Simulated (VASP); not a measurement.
Data:

```xyz
2
Lattice="0.0000 3.0379 3.0379 3.0379 0.0000 3.0379 3.0379 3.0379 0.0000" Properties=species:S:1:pos:R:3 pbc="T T T"
Cu     3.0379     3.0379     0.0000
I      1.5190     1.5190     1.5190
```

Method: optB86b-vdW, VASP's PBE PAW potentials (set 64) (plane waves; VASP). Numerical set-up: 520 eV cut-off, 8×8×8 Γ-centred mesh, Gaussian smearing of 0.050 eV, potentials Cu I.

Unless said otherwise, spin-orbit coupling is left out, though it shifts the bands of the heavy elements here.

Q: Predict the energy per atom (σ→0), pressure, band gap (on the k-mesh) with the smallest direct gap where there is one.

A: 
- band gap (on the k-mesh) = 1.08 eV
- smallest direct gap (on the k-mesh) = 1.08 eV
- energy per atom (σ→0) = -0.396 eV/atom
- pressure = -1.18 GPa

Total energies compare only between runs with the same potentials, cut-off and functional.

The compound is CuI in the zinc blende structure. This cell is one point of a volume scan, at 1.03 of the reference volume.
